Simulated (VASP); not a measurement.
Input:

```
CsBr
1.0
    4.38646     0.00000     0.00000
    0.00000     4.38646     0.00000
    0.00000     0.00000     4.38646
Cs Br
1 1
Direct
  0.00000   0.00000   0.00000
  0.50000   0.50000   0.50000
```

Calculation: PBE GGA, VASP's PBE PAW potentials (set 64) (plane waves; VASP 6.6.1). Run with 500 eV cut-off, 6×6×6 Γ-centred mesh, Gaussian smearing of 0.050 eV, potentials Cs_sv Br.

Energy and stress use the plane-wave basis of the starting cell.

Q: The ions, cell shape and volume at an external pressure of 5.0 GPa are relaxed. What does this cell relax into?

A: 
```
CsBr
1.0
    4.07458     0.00000     0.00000
    0.00000     4.07458     0.00000
    0.00000     0.00000     4.07458
Cs Br
1 1
Direct
  0.00000   0.00000   0.00000
  0.50000   0.50000   0.50000
```
Space group Pm-3m (221), at a tolerance of 0.03 Å.

Q: How do energy and volume change from the first to the last step?

A: The energy (σ→0) changes by +105.2 meV/atom and the volume by -19.8 %, in 3 ionic steps.

```json
[
 {"step": "1", "E(σ→0) (eV)": "-6.0242", "max force (eV/Å)": "0.000", "pressure (GPa)": "0.06", "volume (Å³)": "84.40"},
 {"step": "2", "E(σ→0) (eV)": "-5.8652", "max force (eV/Å)": "0.000", "pressure (GPa)": "4.07", "volume (Å³)": "69.48"},
 {"step": "3", "E(σ→0) (eV)": "-5.8139", "max force (eV/Å)": "0.000", "pressure (GPa)": "4.95", "volume (Å³)": "67.65"}
]
```

The compound is CsBr in the CsCl type structure. This run relaxes it under an external pressure of 5 GPa. Symmetry was kept, so distortions that lower it aren't found.
